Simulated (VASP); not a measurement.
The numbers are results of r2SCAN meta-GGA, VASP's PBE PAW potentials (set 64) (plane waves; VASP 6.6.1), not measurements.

VASP input:

**INCAR**
```
! general
SYSTEM =RhSb
PREC   =Accurate
ENCUT  =400
LREAL  =.False.
LASPH  =.True.

! electronic loop
EDIFF  =1E-6
NELM   =100
ALGO   =Normal
LMAXMIX=4
LMIXTAU=.True.

! smearing
ISMEAR =1
SIGMA  =0.1

! functional
METAGGA=R2SCAN

! ions
IBRION =2
NSW    =60
ISIF   =3
EDIFFG =-0.01

! output
LWAVE  =.False.
LCHARG =.False.
```

POSCAR:
```
RhSb
1.0
  0.0000000000   3.0348000000   3.0348000000
  3.0348000000   0.0000000000   3.0348000000
  3.0348000000   3.0348000000   0.0000000000
Rh Sb
1 1
direct
  0.0000000000   0.0000000000   0.0000000000
  0.5000000000   0.5000000000   0.5000000000
```

**KPOINTS**
```
Automatic mesh
0
Gamma
9 9 9
0 0 0
```

POTCAR, in this order: Rh_pv Sb (PBE.64 set). Program: vasp_std.

Question: What will the output report for the number of irreducible k-points (NKPTS), number of bands (NBANDS), largest plane-wave count, number of space-group operations, FFT grid (NGX, NGY, NGZ)?

Answer: 
```json
{
 "number of irreducible k-points (NKPTS)": "35",
 "number of bands (NBANDS)": "14",
 "largest_plane_wave_count": "1026",
 "number_of_space_group_operations": "48",
 "FFT grid (NGX, NGY, NGZ)": "28 × 28 × 28"
}
```

The structure was generated: RhSb was put into the rock salt type (Fm-3m), which need not be its known phase. This run relaxes it. Symmetry was kept, so distortions that lower it aren't found.
